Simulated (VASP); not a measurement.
A run of VASP 6.6.1 is set up as follows.

The input INCAR:

```
ALGO = Fast
EDIFF = 1E-7
EDIFFG = -0.01
ENCUT = 600
GGA = PE
IBRION = 2
ISIF = 2
ISMEAR = 1
LASPH = True
LCHARG = False
LREAL = False
LWAVE = False
NELM = 80
NSW = 40
PREC = Accurate
SIGMA = 0.1
```

Contents of KPOINTS:

```
k-points
0
Gamma
  16 16 16
```

Contents of POSCAR:

```
Al                                      
1.0
    0.0000000000      2.0196414341      2.0196414341
    2.0196414341      0.0000000000      2.0196414341
    2.0196414341      2.0196414341      0.0000000000
  Al            
     1
Direct
     0.0000000000000000    0.0000000000000000    0.0000000000000000
```

Potentials or basis: VASP PAW PBE potentials, release 64 (Al).

Launch:

```bash
$ cat potpaw_PBE.64/Al/POTCAR > POTCAR
$ mpirun -np 1 vasp_std > vasp.out
```

Problem. What does it give for the band gap on the k mesh?

Solution. None (metal or under the smearing width).

Final structure:
```xyz
1
Lattice="0.0000 2.0196 2.0196 2.0196 0.0000 2.0196 2.0196 2.0196 0.0000" Properties=species:S:1:pos:R:3 pbc="T T T"
Al    0.0000    0.0000    0.0000
```

Caveat: the relaxation stopped at its first step, so nothing moved.
